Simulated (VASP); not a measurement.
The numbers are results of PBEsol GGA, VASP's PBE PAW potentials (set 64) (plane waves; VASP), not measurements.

VASP ran on this input.

**INCAR**
```
# general
SYSTEM   =  PdPt3
PREC     =  Accurate
ENCUT    =  400   # plane-wave cut-off (eV)
LREAL    =  .False.   # projection in real space or not
LASPH    =  .True.   # aspherical one-centre terms

# electronic loop
EDIFF    =  1E-7
NELM     =  100
ALGO     =  Normal
LMAXMIX  =  6   # l cut-off of mixed one-centre charges

# smearing
ISMEAR   =  -5

# functional
GGA      =  PS   # PBEsol

# ions
ISIF     =  2

# output
LWAVE    =  .False.
LCHARG   =  .True.
LORBIT   =  11   # lm-projected
NEDOS    =  601   # DOS grid

# other
LEFG     =  .True.
```

File POSCAR:
```
PdPt3
1
   -0.0051494986     3.9016204186     3.9024016774
    3.9016204186    -0.0051494986     3.9024016774
    1.9482354600     1.9482354600    -0.0000000000
Pt Pd
3 1
Direct
  1.0000000000   0.0000000000   0.0000000000
  0.0000000000   0.5000000000   1.0000000000
  0.5000000000   1.0000000000   0.0000000000
  0.5000000000   0.5000000000   0.0000000000
```

### KPOINTS
```
Automatic mesh
0
Gamma
  8 8 15
0 0 0
```

POTCAR, in this order: Pt Pd (PBE.64 set). Program: vasp_std.

Output of the run:

### OUTCAR
```
 ion  position               nearest neighbor table
   1  0.000  0.000  0.000-   2 2.76   3 2.76   2 2.76   3 2.76   2 2.76   2 2.76   3 2.76   3 2.76
                             4 2.76   4 2.76
   2  0.000  0.500  0.000-   1 2.76   4 2.76   1 2.76   4 2.76   1 2.76   1 2.76   4 2.76   4 2.76
                             3 2.76   3 2.76
   3  0.500  0.000  0.000-   1 2.76   4 2.76   1 2.76   4 2.76   4 2.76   4 2.76   1 2.76   1 2.76
                             2 2.76   2 2.76
   4  0.500  0.500  0.000-   2 2.76   3 2.76   2 2.76   3 2.76   3 2.76   3 2.76   2 2.76   2 2.76
                             1 2.76   1 2.76
  LATTYP: Found a base centered orthorhombic cell.
 ALAT       =     5.5250070020
 B/A-ratio  =     1.4126323011
 C/A-ratio  =     0.4986819038
 Subroutine PRICEL returns:
 Original cell was already a primitive cell.
 Subroutine GETGRP returns: Found  8 space group operations
The static configuration has the point symmetry D_2h.
The dynamic configuration has the point symmetry D_2h.
 Subroutine INISYM returns: Found  8 space group operations
 Subroutine IBZKPT returns following result:
 Found    273 irreducible k-points:

 Following reciprocal coordinates:
            Coordinates               Weight
  0.000000  0.000000  0.000000      1.000000
  0.125000  0.000000  0.000000      4.000000
  0.250000  0.000000  0.000000      4.000000
  0.375000  0.000000  0.000000      4.000000
  0.500000  0.000000  0.000000      2.000000
  0.125000  0.125000  0.000000      2.000000
  0.250000  0.125000  0.000000      4.000000
  0.375000  0.125000  0.000000      4.000000
  0.500000  0.125000  0.000000      4.000000
 -0.375000  0.125000  0.000000      4.000000
 -0.250000  0.125000  0.000000      4.000000
 -0.125000  0.125000  0.000000      2.000000
  0.250000  0.250000  0.000000      2.000000
  0.375000  0.250000  0.000000      4.000000
  0.500000  0.250000  0.000000      4.000000
 -0.375000  0.250000  0.000000      4.000000
...
```

OSZICAR:
```
       N       E                     dE             d eps       ncg     rms          rms(c)
DAV:   1     0.209488741221E+03    0.20949E+03   -0.17771E+04 13560   0.130E+03
DAV:   2    -0.239389720481E+02   -0.23343E+03   -0.22764E+03 15872   0.305E+02
DAV:   3    -0.289168582035E+02   -0.49779E+01   -0.49219E+01 14416   0.473E+01
DAV:   4    -0.289630422248E+02   -0.46184E-01   -0.46193E-01 14440   0.450E+00
DAV:   5    -0.289637527605E+02   -0.71054E-03   -0.71393E-03 14840   0.536E-01    0.245E+01
DAV:   6    -0.281979546000E+02    0.76580E+00   -0.16020E+01 14960   0.289E+01    0.183E+01
DAV:   7    -0.277854882933E+02    0.41247E+00   -0.26282E+01 14664   0.331E+01    0.119E+01
DAV:   8    -0.270487983260E+02    0.73669E+00   -0.18371E+00 14768   0.141E+01    0.361E+00
DAV:   9    -0.269978060524E+02    0.50992E-01   -0.62062E-01 14272   0.864E+00    0.279E+00
DAV:  10    -0.269714504834E+02    0.26356E-01   -0.19343E-01 14736   0.361E+00    0.154E+00
DAV:  11    -0.269637409239E+02    0.77096E-02   -0.11734E-01 14832   0.245E+00    0.581E-01
DAV:  12    -0.269620782263E+02    0.16627E-02   -0.10188E-02 14824   0.837E-01    0.168E-01
DAV:  13    -0.269620847571E+02   -0.65308E-05   -0.62155E-04 14712   0.183E-01    0.608E-02
DAV:  14    -0.269621923545E+02   -0.10760E-03   -0.15481E-04 15040   0.100E-01    0.132E-02
DAV:  15    -0.269621819794E+02    0.10375E-04   -0.77618E-06 13328   0.271E-02    0.454E-03
DAV:  16    -0.269621902090E+02   -0.82296E-05   -0.76706E-07  9632   0.643E-03    0.234E-03
DAV:  17    -0.269621845477E+02    0.56613E-05   -0.28307E-07  6824   0.487E-03    0.364E-04
DAV:  18    -0.269621845774E+02   -0.29718E-07   -0.14012E-08  6624   0.783E-04
   1 F= -.26962185E+02 E0= -.26962185E+02  d E =0.000000E+00
```

### OUTCAR
```
------------------------ aborting loop because EDIFF is reached ----------------------------------------
  FORCE on cell =-STRESS in cart. coord.  units (eV):
  Direction    XX          YY          ZZ          XY          YZ          ZX
  --------------------------------------------------------------------------------------
  Total       -0.0310039     -0.0310039      0.0118311     -0.0921373      0.0000000      0.0000000
  in kB       -0.8361920     -0.8361920      0.3190900     -2.4849902      0.0000000      0.0000000
  external PRESSURE =      -0.4510980 kB  Pullay stress =       0.0000000 kB
  volume of cell :       59.40
      direct lattice vectors                 reciprocal lattice vectors
    -0.005149499  3.901620419  3.902401677    -0.127982966  0.127982966  0.128126226
     3.901620419 -0.005149499  3.902401677     0.127982966 -0.127982966  0.128126226
     1.948235460  1.948235460  0.000000000     0.256642490  0.256642490 -0.256252452
 POSITION                                       TOTAL-FORCE (eV/Angst)
 -----------------------------------------------------------------------------------
      0.00000      0.00000      0.00000         0.000000     -0.000000     -0.000000
      1.95081     -0.00257      1.95120        -0.000000     -0.000000      0.000000
     -0.00257      1.95081      1.95120         0.000000     -0.000000      0.000000
      1.94824      1.94824      3.90240        -0.000000      0.000000      0.000000
 -----------------------------------------------------------------------------------
    total drift:                                0.000000     -0.000000      0.000000
  FREE ENERGIE OF THE ION-ELECTRON SYSTEM (eV)
  ---------------------------------------------------
  free  energy   TOTEN  =       -26.9621845774 eV

  energy  without entropy=      -26.9621845774  energy(sigma->0) =      -26.96218458

 total charge

# of ion       s       p       d       tot
------------------------------------------
    1        0.648   0.625   8.017   9.289
    2        0.648   0.603   8.028   9.279
    3        0.648   0.603   8.028   9.279
    4        0.467   0.559   8.502   9.528
--------------------------------------------------
tot          2.411   2.389  32.575  37.374
```
(Selected blocks of OUTCAR.)

File OUTCAR:
```
 val. band max:       10.9349512158   @ k =   0.5000   0.5000   0.2667

 cond. band min:      10.7452645527   @ k =  -0.2500   0.2500   0.0000


 Fermi energy:        10.8903029901

 k-point     1 :       0.0000    0.0000    0.0000
  band No.  band energies     occupation
      1       1.1021      2.00000
      2       3.8047      2.00000
      3       3.8589      2.00000
      4       4.2586      2.00000
      5       4.6567      2.00000
      6       7.0494      2.00000
      7       7.0628      2.00000
      8       7.1388      2.00000
      9       7.2837      2.00000
     10       7.3766      2.00000
     11       7.4787      2.00000
     12       7.5086      2.00000
     13       9.3661      2.00000
     14       9.3709      2.00000
     15      10.5856      2.00000
     16      10.7525      2.00000
     17      10.8369      2.00000
     18      10.8628      2.00000
     19      10.8859      2.00000
     20      10.9911      0.09732
     21      11.0272      0.00000
     22      11.3738      0.00000
     23      11.3792      0.00000
     24      13.0016      0.00000

 k-point     2 :       0.1250    0.0000    0.0000
  band No.  band energies     occupation
      1       1.2525      2.00000
      2       3.8414      2.00000
      3       3.9391      2.00000
      4       4.3692      2.00000
      5       4.7386      2.00000
      6       7.0031      2.00000
      7       7.1177      2.00000
      8       7.1582      2.00000
      9       7.3323      2.00000
     10       7.3585      2.00000
     11       7.5279      2.00000
     12       7.5429      2.00000
     13       9.3346      2.00000
     14       9.3396      2.00000
     15       9.6125      2.00000
     16       9.9946      2.00000
     17      10.6761      2.00000
     18      10.7401      2.00000
     19      10.8032      2.00000
     20      10.8049      1.77394
     21      10.9606      0.00000
     22      11.2931      0.00000
     23      11.9458      0.00000
     24      13.4319      0.00000
...
```

For a metal the tetrahedron method with Blöchl corrections gives inexact stress and forces. Unless said otherwise, spin-orbit coupling is left out, though it shifts the bands of the heavy elements here.

The structure was generated: PdPt3 was put into an ordered model structure (Cmmm), which need not be its known phase. It was relaxed first.
